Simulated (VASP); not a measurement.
```yaml
crystal:
  lattice:
    - [0.00000, 2.75800, 2.75800]
    - [2.67767, 0.00000, 2.75800]
    - [2.67767, 2.75800, 0.00000]
  atoms:
    - { symbol: Zn, position: [0.00000, 0.00000, 0.00000] }
    - { symbol: S, position: [0.25000, 0.25000, 0.25000] }
```

Level of theory: PBEsol GGA, VASP's PBE PAW potentials (set 64) (plane waves; VASP). Run with 480 eV cut-off, 8×8×8 Γ-centred mesh, Gaussian smearing of 0.050 eV, potentials Zn S.

**Question.** What does the run give for the energy per atom (σ→0), pressure, band gap (on the k-mesh) with the smallest direct gap where there is one?

**Answer.** 
The band gap (on the k-mesh) comes out as 1.77 eV and the smallest direct gap (on the k-mesh) is 1.77 eV. The energy per atom (σ→0) is -3.779 eV/atom and the pressure is -3.93 GPa.

Total energies compare only between runs with the same potentials, cut-off and functional.

The compound is ZnS in the zinc blende structure. This cell was strained or had an atom moved on purpose.
